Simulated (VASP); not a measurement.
```yaml
crystal:
  lattice:
    - [2.92946, 0.00000, 0.00000]
    - [0.00000, 2.92946, 0.00000]
    - [0.00000, 0.00000, 2.92946]
  atoms:
    - { symbol: Ti, position: [0.00000, 0.00000, 0.00000] }
    - { symbol: Co, position: [0.50000, 0.50000, 0.50000] }
```

Computed with AM05 GGA, VASP's PBE PAW potentials (set 64) (plane waves; VASP 6.6.1). Settings: 520 eV cut-off, Gaussian smearing of 0.050 eV, potentials Ti_sv Co.

### Question
Give the energies of bands 5 to 13 at the high-symmetry points, in eV from the Fermi level.

### Answer

```
band      Γ      X      M      R
----  -----  -----  -----  -----
5     -7.92  -4.19  -4.65  -2.56
6     -4.09  -3.93  -4.00  -2.56
7     -4.09  -2.57  -2.58  -2.56
8     -1.55  -1.63  -2.58  -2.27
9     -1.55  -1.63  -0.66  -2.27
10    -1.55  -1.10  -0.16  -2.27
11     0.80  -0.92   0.71  -0.62
12     0.80   0.15   0.71  -0.62
13     2.92   0.67   1.29   3.36
```

It has no gap at this level: it comes out as a metal or semimetal.

The compound is TiCo in the CsCl type structure. It was relaxed first, which changed the volume by -6 %. The run is not spin-polarised, so no magnetic state was tried. The electron count is odd and the run is not spin-polarised, which forces a metal.
